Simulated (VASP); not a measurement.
Write the native input for VASP 6.6.1 that does the following.

| Property | Result |
| --- | --- |
| Task | single point |
| Functional | PBE |
| Potentials or basis | VASP PAW PBE potentials, release 64 (Hf_pv, B, Ir) |
| Cutoff | 520 eV |
| k mesh | 6 × 6 × 6 |
| Occupations | gaussian, width 0.1 eV |
| Spin | no spin polarisation |
| Dipole correction | no |
| Further INCAR settings | ALGO = Normal; EDIFF = 1e-06; NBANDS = 22 |

The structure of HfB3Ir lies in POSCAR:

```
HfB3Ir
1.0
    4.0447977147      0.0000000000      0.0000000000
    0.0000000000      4.0447977147      0.0000000000
    0.0000000000      0.0000000000      4.0447977147
Hf B Ir
1 3 1
Direct
    0.0000000000      0.0000000000      0.0000000000
    0.0000000000      0.5000000000      0.5000000000
    0.5000000000      0.5000000000      0.0000000000
    0.5000000000      0.0000000000      0.5000000000
    0.5000000000      0.5000000000      0.5000000000
```

The cell was built by a generator and needn't be a form met in nature.

The cell isn't the ideal one: species swapped into the Mn3ZnC type (Pm-3m, No. 221).

One way to write it, as run:

INCAR

```
SYSTEM = HfB3Ir
ALGO = Normal ; EDIFF = 1E-6
ENCUT = 520 ; GGA = PE
ISIF = 2 ; ISMEAR = 0
LASPH = .True. ; LCHARG = .False.
LREAL = .False. ; LWAVE = .False.
NBANDS = 22 ; NELM = 60
PREC = Accurate ; SIGMA = 0.1
```

KPOINTS

```
k-points
0
Gamma
  6 6 6
  0 0 0
```

Potentials or basis: VASP PAW PBE potentials, release 64 (Hf_pv, B, Ir).

Launch:

```sh
$ cat potpaw_PBE.64/Hf_pv/POTCAR potpaw_PBE.64/B/POTCAR potpaw_PBE.64/Ir/POTCAR > POTCAR
$ mpirun -np 1 vasp_std > vasp.out
```

It gave:

```json
{
  "Pressure": "0.3 GPa",
  "Band gap on the k mesh": "none (metal or under the smearing width)"
}
```

Run time: 15 s on 1 thread of AMD EPYC 9R45 96-Core Processor (Zen 5), with other jobs on the host, peak memory 0.16 GiB.
